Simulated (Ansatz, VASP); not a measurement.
# Zn (Zinc) in two plane-wave programs

One calculation is typed for both programs; each brings its own data sets. How far apart do they land? The cell is taken from a series of runs on this material, whose earlier steps may have relaxed, scaled, displaced or heated it; both programs get it as it stands.

Main program and level: Ansatz 0.2.0; plane waves, with VASP 6.6.1 beside it; zone-centre phonons at PBEsol.

### 1. The structure

The structure is hexagonal, space group P6_3/mmc (No. 194). Conventional cell: a = 2.589 Å, b = 2.589 Å, c = 4.910 Å, α = 90.00°, β = 90.00°, γ = 120.00°. Nearest to Zn lie 12 Zn at 2.59 to 2.87 Å.

### 2. Ansatz: zone-centre phonons, PBEsol

Ansatz runs on norm-conserving files, of PseudoDojo where its log says so.

Second derivatives magnify differences that forces hide, and they need a tight electronic threshold.

File input.yaml:

```yaml
crystal:
  lattice:
    - [2.5890616037, 0.0, 0.0]
    - [-1.2945308019, 2.2421931208, 0.0]
    - [0.0, 0.0, 4.9101112133]
  atoms:
    - { symbol: Zn, position: [0.3333333333, 0.6666666667, 0.25] }
    - { symbol: Zn, position: [0.6666666667, 0.3333333333, 0.75] }
kpoints:
  mp_grid: { grid: [21, 21, 10] }
hamiltonian:
  xc: pbesol
  pseudopotentials: { kind: nc, accuracy: standard }
scf:
  occupations: { method: methfessel_paxton, width: 0.2 }
output:
  eigenvalues: true
phonons:
  method: dfpt
```

Run with:

```
> ansatz run input.yaml --threads 4 --pin off --max-ram 14336MiB --backend cpu --events-out ev --progress --plain --runs-dir out
```

Numbers of over 12 decimals in the logs are rounded to 6 here.

The log of the run:

```text
zone centre: on kpoints.mp_grid the ground state, and the responses unless they are solved on pairs of k-points, stand on 726 of the mesh's 4410 k-points, reduced under 4 symmetry operations, with k and −k counted as one. Each operation leaves every solved displacement unchanged or reverses it
Engine: ansatz 0.2.0, aarch64-unknown-linux-gnu
Pseudopotentials: kind: nc
Pseudopotential: Zn, nc, valence charge 20, recommended cutoff 1142.878222 eV (normal), Zn.nc.azcp (PseudoDojo's, or run here from an input of PseudoDojo's; its table is named by hamiltonian.pseudopotentials.accuracy)
Functional definition: PBEsol
  exchange = pbesol_x
  correlation = pbesol_c
Crystal: 2 atoms, lattice volume = 28.504 Å³
Basis set: ecut = 1142.878222 eV, 2469 PW (Γ), exchange–correlation on 60×60×120 points (8 copies of the dense FFT grid, shifted against one another)
Bands: 24, of which v1, the nominal top of the filled ones, is band 20 counted from 1 (19 counted from 0)
Symmetry: 24 space group operations
k-points: 726 of 4410 (irreducible under 4 space group operations, time reversal used)
Non-local potential: Zn, projectors of the file, l = 0: 2, l = 1: 2, l = 2: 2
Initial density: superposition of atomic densities (chi_scale 0.1, normalization cell)
Initial wavefunctions: pseudopotential atomic-orbital guess
Functional: x = pbesol(κ = 0.804, μ = 0.123457), c = pbesol(β = 0.046)
SCF iter   1: F=—  HF=-11370.108445 eV  |F-HF|=—  |Δ(HF+E_count)|=         —  Δρ=5.91e-2  dr2=8.65e-1  ethr=3.10e-3  ⟨swp⟩=4.9  Hψ=65630  notcnv=0
preconditioner: auto → Kerker (q_TF=auto, 2.887 Å⁻¹)  [metal: Δε(μ)=0.039 eV  Ē_g=12.825 eV  σ=0.200 eV  W_gap=0.16  n_scr=10 (ndim 8)  ℏωp=34.1 eV  f_vac=0.000  D(μ)=0.34/eV (n_scr^D=2)]
SCF iter   2: F=—  HF=-11369.867789 eV  |F-HF|=—  |Δ(HF+E_count)|=   2.41e-1  S|Δr|=    0.00e0  Δρ=2.63e-2  dr2=1.51e-1  ethr=2.16e-3  ⟨swp⟩=2.6  Hψ=30685  notcnv=0  defer=7
SCF iter   3: F=—  HF=-11369.829589 eV  |F-HF|=—  |Δ(HF+E_count)|=   3.82e-2  S|Δr|=    0.00e0  Δρ=1.07e-2  dr2=1.86e-2  ethr=3.77e-4  ⟨swp⟩=2.3  Hψ=24488  notcnv=0  defer=7
SCF iter   4: F=—  HF=-11369.827072 eV  |F-HF|=—  |Δ(HF+E_count)|=   2.52e-3  S|Δr|=    0.00e0  Δρ=1.45e-3  dr2=1.90e-4  ethr=4.65e-5  ⟨swp⟩=1.2  Hψ=24471  notcnv=0  defer=7
SCF iter   5: F=—  HF=-11369.827148 eV  |F-HF|=—  |Δ(HF+E_count)|=   7.55e-5  S|Δr|=    0.00e0  Δρ=2.51e-4  dr2=9.28e-6  ethr=4.75e-7  ⟨swp⟩=2.3  Hψ=24691  notcnv=0  defer=7
SCF iter   6: F=—  HF=-11369.827152 eV  |F-HF|=—  |Δ(HF+E_count)|=   4.82e-6  S|Δr|=    0.00e0  Δρ=7.37e-5  dr2=7.07e-7  ethr=2.32e-8  ⟨swp⟩=2.9  Hψ=34714  notcnv=0  defer=7
SCF iter   7: F=—  HF=-11369.827157 eV  |F-HF|=—  |Δ(HF+E_count)|=   4.67e-6  S|Δr|=    0.00e0  Δρ=1.04e-5  dr2=1.81e-8  ethr=1.77e-9  ⟨swp⟩=2.3  Hψ=32128  notcnv=0  defer=7
SCF iter   8: F=—  HF=-11369.827157 eV  |F-HF|=—  |Δ(HF+E_count)|=   1.18e-9  S|Δr|=    0.00e0  Δρ=1.52e-6  dr2=4.51e-10  ethr=4.53e-11  ⟨swp⟩=2.0  Hψ=20513  notcnv=0  defer=7
SCF iter   9: F=—  HF=-11369.827157 eV  |F-HF|=—  |Δ(HF+E_count)|=  3.27e-11  S|Δr|=    0.00e0  Δρ=2.80e-7  dr2=1.26e-11  ethr=1.13e-12  ⟨swp⟩=2.2  Hψ=25653  notcnv=0  defer=7
SCF iter  10: F=-11369.827157 eV  HF=-11369.827157 eV  |F-HF|=1.82e-12  |Δ(HF+E_count)|=  3.64e-12  S|Δr|=    0.00e0  Δρ=4.45e-8  dr2=2.42e-13  ethr=1.00e-12  ⟨swp⟩=5.0  Hψ=72952  notcnv=0
SCF 1 converged in 10 iterations: F = -11369.827157 eV  dr2 = 2.42e-13
DFPT response loops at Γ: preconditioner auto → Kerker (q_TF=auto, 2.887 Å⁻¹) (partly filled bands, converged f_vac=0.000); β = 1.00, the filter's whole step (`scf.mixing.beta` (0.50) is not read by the response loops under this deck's `scf.mixing.preconditioner`; to damp them name `kerker` or `kerker_dos`, under which they read `scf.mixing.beta`, and type it under 1.00, their step now; both keys bind the ground state too); Broyden in place of MSR1
SCF converged after 10 iterations
Stability not checked: this state was not tested for a lower state beside it, because cold or Methfessel-Paxton smearing, or corrected tetrahedra, fill the levels in a way that the test cannot read (fill_not_monotonic; see scf.lower_state_search)
Free energy (F): -11369.827157 eV
Harris-Foulkes:  -11369.827157 eV  (|F-HF|=1.82e-12)
Internal energy: -11369.827196 eV  (E = F + TS)
E sigma→0 (E₀):  -11369.827167 eV
Entropy (-TS):   0.000039 eV (0.019 meV/atom)
Fermi energy:    16.054058 eV
--- Per-component energies (eV) ---
  E_band       = -1001.917417
  E_kinetic    = 5013.802876
  E_local      = -9421.476772  (includes V_loc(G=0)·N_el)
  E_nonlocal   = -2605.819439
  E_hartree    = 3690.569680
  E_xc         = -1210.600590
  E_vxc        = -1369.563469  (∫ρ·V_xc dr)
  E_ewald      = -6836.302950
  E_smearing   = 0.000039  (= −TS)
  E_closure    = -0.000000  (closes the sum)
  Σ components = -11369.827157   (vs F -11369.827157, Δ=0.00e0)
--- Band table (eV; the first three rows and the last of 726) ---
  k-point 0: bands = [... 16 lower, 8.7584, 8.9723, 8.9723, 11.9670, 12.8451, 29.4276, 33.2171, 34.6990]
  k-point 1: bands = [... 16 lower, 8.7654, 8.9685, 8.9685, 11.1144, 13.8370, 28.3241, 34.3621, 34.7614]
  k-point 2: bands = [... 16 lower, 8.7850, 8.9569, 8.9569, 10.0890, 15.2877, 26.3725, 34.9459, 34.9459]
  k-point 725: bands = [... 16 lower, 9.0294, 9.0294, 12.7184, 12.7184, 21.5025, 21.5025, 21.6936, 21.6936]
--- Phonons (Γ-DFPT): 2 representative perturbations + reference, on 726 of 4410 k-points (Σ response iterations 6) ---
  k mesh reduced under 4 symmetry operations, with k and −k counted as one. Each operation leaves every solved displacement unchanged or reverses it
  ASR residual: 5.871e-5 → 0.000e0 eV/Å²; symmetrization residual: 5.816e-10 eV/Å²
  ASR residual per site (eV/Å²): 5.87e-5 5.87e-5
  Γ frequencies (cm⁻¹): 0.00 0.00 0.00 73.15 73.15 141.66
  non-analytic LO–TO correction: not included (Born effective charges unavailable; polar crystals: no LO–TO splitting at Γ)
```

### 3. VASP: zone-centre phonons, PBEsol

The same cell, functional, mesh and smearing now go to VASP, with its own data sets.

Lines of VASP's logs that name or quote its potential files are left out, and so is its time.

File INCAR:

```
SYSTEM = Zn
PREC = Accurate
ENCUT = 500
EDIFF = 1E-08
NELM = 120
ISMEAR = 1
SIGMA = 0.2
LREAL = .FALSE.
ALGO = Normal
GGA = PS
NBANDS = 18
LORBIT = 11
LWAVE = .FALSE.
LCHARG = .FALSE.
ISIF = 2
IBRION = 8
LASPH = .TRUE.
GGA_COMPAT = .FALSE.
KPAR = 2
```

File POSCAR:

```
Zn
1.0
    2.5890616037      0.0000000000      0.0000000000
   -1.2945308019      2.2421931208      0.0000000000
    0.0000000000      0.0000000000      4.9101112133
Zn
2
Direct
    0.3333333333      0.6666666667      0.2500000000
    0.6666666667      0.3333333333      0.7500000000
```

File KPOINTS:

```
Automatic mesh
0
Gamma
21 21 10
0 0 0
```

PAW data sets: Zn (PBE family, release 64).

Run with:

```
> mpirun -np 2 vasp_std
```

The log of the run:

```text
[banner, memory and clock lines left out]
running    2 mpi-ranks, on    1 nodes
 distrk:  each k-point on    1 cores,    2 groups
 distr:  one band on    1 cores,    1 groups

 POSCAR found type information on POSCAR Zn
 POSCAR found :  1 types and       2 ions
|                                                                             |
|               ----> ADVICE to this user running VASP <----                  |
|                                                                             |
|     You enforced a specific xc type in the INCAR file but a different       |
|     [... a line on the potential file left out ...]
|     I HOPE YOU KNOW WHAT YOU ARE DOING!                                     |
|                                                                             |

 LDA part: xc-table for (Slater+PW92), standard interpolation
 POSCAR, INCAR and KPOINTS ok, starting setup
 FFT: planning ... GRIDC
 FFT: planning ... GRID_SOFT
 FFT: planning ... GRID
 WAVECAR not read
 entering main loop
       N       E                     dE             d eps       ncg     rms          rms(c)
DAV:   1     0.104264613255E+03    0.10426E+03   -0.12245E+04 10728   0.210E+03
DAV:   2     0.486082210743E+00   -0.10378E+03   -0.10111E+03 10424   0.293E+02
DAV:   3    -0.348477146516E+01   -0.39709E+01   -0.39559E+01 11688   0.659E+01
DAV:   4    -0.350481957666E+01   -0.20048E-01   -0.20043E-01 11364   0.473E+00
DAV:   5    -0.350484490350E+01   -0.25327E-04   -0.25326E-04 11246   0.150E-01    0.481E+00
DAV:   6    -0.319346563972E+01    0.31138E+00   -0.13196E+00 11148   0.253E+01    0.337E+00
DAV:   7    -0.317779371543E+01    0.15672E-01   -0.47223E-02 13298   0.389E+00    0.175E+00
DAV:   8    -0.317013338043E+01    0.76603E-02   -0.22462E-03 13874   0.723E-01    0.575E-02
DAV:   9    -0.317009150434E+01    0.41876E-04   -0.27130E-04 14074   0.229E-01    0.324E-02
DAV:  10    -0.317009574608E+01   -0.42417E-05   -0.22125E-05 10726   0.432E-02    0.280E-03
DAV:  11    -0.317009560285E+01    0.14323E-06   -0.59165E-07 11638   0.118E-02    0.222E-03
DAV:  12    -0.317009532904E+01    0.27381E-06   -0.12479E-08  8702   0.185E-03    0.528E-04
DAV:  13    -0.317009533550E+01   -0.64647E-08   -0.11996E-08  5758   0.215E-03
   1 F= -.31700953E+01 E0= -.31701018E+01  d E =0.193337E-04
 Linear response reoptimize wavefunctions to high precision
DAV:   1    -0.317009533551E+01   -0.12278E-10   -0.18443E-09  8140   0.364E-04
DAV:   2    -0.317009533550E+01    0.12278E-10   -0.66227E-11  5536   0.879E-05
 Linear response DOF=           2
 Linear response progress:
  Degree of freedom:   1/  2
       N       E                     dE             d eps       ncg     rms          rms(c)
RMM:   1    -0.200118711857E+00   -0.20012E+00   -0.53745E-03 65003   0.177E+00
RMM:   2    -0.199887164698E+00    0.23155E-03   -0.66043E-04 70344   0.274E-01    0.523E-02
RMM:   3    -0.199439324610E+00    0.44784E-03   -0.41864E-05 84853   0.520E-02    0.297E-02
RMM:   4    -0.198967831582E+00    0.47149E-03   -0.41452E-05 82772   0.505E-02    0.251E-03
RMM:   5    -0.198976345960E+00   -0.85144E-05   -0.45506E-07 87062   0.451E-03    0.135E-03
RMM:   6    -0.198971146931E+00    0.51990E-05   -0.36725E-08 86925   0.136E-03    0.171E-04
RMM:   7    -0.198972191395E+00   -0.10445E-05   -0.38309E-09 87372   0.372E-04    0.387E-05
RMM:   8    -0.198971590447E+00    0.60095E-06   -0.73215E-10 88266   0.110E-04    0.616E-06
RMM:   9    -0.198971466793E+00    0.12365E-06   -0.18692E-09 87947   0.573E-05    0.155E-06
RMM:  10    -0.198971494685E+00   -0.27892E-07   -0.20378E-09 72882   0.430E-05    0.300E-07
RMM:  11    -0.198971498849E+00   -0.41641E-08   -0.15034E-09 52074   0.395E-05    0.148E-07
 first order change of Fermi-energy  -0.11484E-04
 force on displaced ion       1 direction 1 :  -0.664  -0.000   0.000
 Linear response progress:
  Degree of freedom:   2/  2
       N       E                     dE             d eps       ncg     rms          rms(c)
RMM:   1    -0.225218530424E+00   -0.22522E+00   -0.79320E-03 21954   0.202E+00
RMM:   2    -0.222298421774E+00    0.29201E-02   -0.85353E-04 22090   0.499E-01    0.507E-02
RMM:   3    -0.222298484588E+00   -0.62814E-07   -0.66261E-05 27802   0.733E-02    0.294E-02
RMM:   4    -0.222207677748E+00    0.90807E-04   -0.40986E-05 27919   0.331E-02    0.447E-03
RMM:   5    -0.222197529911E+00    0.10148E-04   -0.16160E-05 28618   0.592E-03    0.139E-03
RMM:   6    -0.222196197334E+00    0.13326E-05   -0.51179E-06 28554   0.171E-03    0.292E-04
RMM:   7    -0.222196083911E+00    0.11342E-06   -0.16447E-06 27466   0.560E-04    0.795E-05
RMM:   8    -0.222195521211E+00    0.56270E-06   -0.68084E-07 26628   0.190E-04    0.385E-05
RMM:   9    -0.222194702587E+00    0.81862E-06   -0.27073E-07 28902   0.100E-04    0.456E-06
RMM:  10    -0.222194737870E+00   -0.35283E-07   -0.12384E-07 28689   0.552E-05    0.136E-06
RMM:  11    -0.222194728843E+00    0.90266E-08   -0.52692E-08 22215   0.463E-05    0.435E-07
 first order change of Fermi-energy   0.37470E-04
 force on displaced ion       1 direction 3 :   0.000  -0.000  -2.479
 Linear response finished
```

Parts of OUTCAR (step 3):

```text
ion  position               nearest neighbor table
   1  0.333  0.667  0.250-   2 2.87   2 2.87   2 2.87   2 2.87   2 2.87   2 2.87
   2  0.667  0.333  0.750-   1 2.87   1 2.87   1 2.87   1 2.87   1 2.87   1 2.87

  LATTYP: Found a hexagonal cell.
 ALAT       =     2.5890616037
 C/A-ratio  =     1.8964829598

 Subroutine GETGRP returns: Found 24 space group operations
 (whereof 12 operations were pure point group operations)

The static configuration has the point symmetry D_3d.
 The point group associated with its full space group is D_6h.

 Found    288 irreducible k-points:

   k-points           NKPTS =    288   k-points in BZ     NKDIM =    288   number of bands    NBANDS=     18

   dimension x,y,z NGX =    20 NGY =   20 NGZ =   36
   dimension x,y,z NGXF=    40 NGYF=   40 NGZF=   72

   ENCUT  =  500.0 eV  36.75 Ry    6.06 a.u.   4.72  4.72  8.95*2*pi/ulx,y,z

   NELECT =      24.0000    total number of electrons

 k-points in reciprocal lattice and weights: Automatic mesh
   0.00000000  0.00000000  0.00000000       0.000
   0.04761905  0.00000000  0.00000000       0.001
   0.09523810  0.00000000  0.00000000       0.001
   0.14285714  0.00000000  0.00000000       0.001
   0.19047619  0.00000000  0.00000000       0.001
   0.23809524  0.00000000  0.00000000       0.001
   0.28571429  0.00000000  0.00000000       0.001
   0.33333333  0.00000000  0.00000000       0.001
   0.38095238  0.00000000  0.00000000       0.001
[...]
0.33333333  0.28571429  0.50000000       0.003
   0.33333333  0.33333333  0.50000000       0.000

 average (electrostatic) potential at core
       1 -36.4284       2 -36.4284

  Total        0.1344418      0.1344418      0.0651660     -0.0000000      0.0000000      0.0000000
  in kB        7.5568027      7.5568027      3.6628998     -0.0000000      0.0000000      0.0000000
  external PRESSURE =       6.2588351 kB  Pullay stress =       0.0000000 kB

  energy-cutoff  :      500.00
  volume of cell :       28.50
      direct lattice vectors                 reciprocal lattice vectors
     2.589061604  0.000000000  0.000000000     0.386240327  0.222995957  0.000000000
    -1.294530802  2.242193121  0.000000000     0.000000000  0.445991913  0.000000000
     0.000000000  0.000000000  4.910111213     0.000000000  0.000000000  0.203661375

 POSITION                                       TOTAL-FORCE (eV/Angst)
 -----------------------------------------------------------------------------------
     -0.00000      1.49480      1.22753        -0.000000     -0.000000      0.000000
      1.29453      0.74740      3.68258         0.000000      0.000000      0.000000
 -----------------------------------------------------------------------------------
    total drift:                                0.000000     -0.000000      0.000000

 Eigenvectors and eigenvalues of the dynamical matrix
 ----------------------------------------------------

   1 f  =    4.304436 THz    27.045568 2PiTHz  143.580527 cm-1    17.801708 meV
             X         Y         Z           dx          dy          dz
     -0.000000  1.494795  1.227528     0.000000    0.000000   -0.707107
      1.294531  0.747398  3.682583    -0.000000    0.000000    0.707107

   2 f  =    2.227354 THz    13.994876 2PiTHz   74.296521 cm-1     9.211590 meV
             X         Y         Z           dx          dy          dz
     -0.000000  1.494795  1.227528    -0.335440    0.622479   -0.000000
      1.294531  0.747398  3.682583     0.335440   -0.622479    0.000000

   3 f  =    2.227354 THz    13.994876 2PiTHz   74.296521 cm-1     9.211590 meV
             X         Y         Z           dx          dy          dz
     -0.000000  1.494795  1.227528     0.622479    0.335440    0.000000
      1.294531  0.747398  3.682583    -0.622479   -0.335440    0.000000

   4 f  =    0.000000 THz     0.000000 2PiTHz    0.000000 cm-1     0.000000 meV
             X         Y         Z           dx          dy          dz
     -0.000000  1.494795  1.227528    -0.000000    0.000000    0.707107
      1.294531  0.747398  3.682583     0.000000    0.000000    0.707107

   5 f/i=    0.000000 THz     0.000000 2PiTHz    0.000000 cm-1     0.000000 meV
             X         Y         Z           dx          dy          dz
     -0.000000  1.494795  1.227528     0.566274    0.423478   -0.000000
      1.294531  0.747398  3.682583     0.566274    0.423478    0.000000

   6 f/i=    0.000000 THz     0.000000 2PiTHz    0.000001 cm-1     0.000000 meV
             X         Y         Z           dx          dy          dz
     -0.000000  1.494795  1.227528    -0.423478    0.566274    0.000000
      1.294531  0.747398  3.682583    -0.423478    0.566274    0.000000

 ELASTIC MODULI CONTR FROM IONIC RELAXATION (kBar)
 Direction    XX          YY          ZZ          XY          YZ          ZX
 --------------------------------------------------------------------------------
 XX          -0.8892      0.8892     -0.0000      0.0000      0.0000     -0.0000
 YY           0.8892     -0.8892      0.0000      0.0000     -0.0000      0.0000
 ZZ          -0.0000      0.0000     -0.0000     -0.0000      0.0000     -0.0000
 XY           0.0000      0.0000     -0.0000     -0.8892      0.0000     -0.0000
 YZ           0.0000     -0.0000      0.0000      0.0000     -0.0000      0.0000
 ZX          -0.0000      0.0000     -0.0000     -0.0000      0.0000     -0.0000
 --------------------------------------------------------------------------------
```

### 4. Side by side

Known differences besides the potentials themselves: the data sets hold 40 valence electrons in Ansatz (on norm-conserving files, of PseudoDojo where its log says so) and 24 in VASP; the cutoff is 1142.88 eV in Ansatz and 500 eV in VASP. Total energies have different zeros and are not compared.

Both answers:

```tsv
quantity	Ansatz	VASP	difference
optical mode 1 to 2 (cm⁻¹)	73.2	74.3	-1.54 %
optical mode 3 (cm⁻¹)	141.7	143.6	-1.34 %
```

Modes are paired by rising frequency, not by their patterns, so a pair may set unlike modes beside each other; they are those without the splitting of longitudinal modes.

### 5. Outcome

| Property | Result |
| --- | --- |
| r.m.s. difference of the optical zone-centre modes, each program's sorted by frequency (zone-centre phonons, PBEsol) | 1.5 cm⁻¹ |
| difference in optical mode 1 to 2 (zone-centre phonons, PBEsol) | -1.5 % |

The r.m.s. difference of the optical zone-centre modes, each program's sorted by frequency is 1.5 cm⁻¹ (zone-centre phonons, PBEsol). The data sets hold unlike numbers of valence electrons (40 in Ansatz and 24 in VASP), so part of the differences comes from the potentials. Among the rows given in per cent, the largest difference of the zone-centre phonons, PBEsol pair is in optical mode 1 to 2, -1.5 %. How closely two codes agree says nothing of how well the functional describes the real material.

[Lines on the potential files, build, host, timing and source positions are cut from VASP's logs without a mark.]

[Logs are printed without paths, hosts, clocks, repeated set-up lines and the standing remarks that a program may print on its own settings, such as how far it seeks lower states.]

[Hosts, paths, dates, database ids (printed as entryN), source tags and the programs' standing remarks are cut or masked in the printed files.]
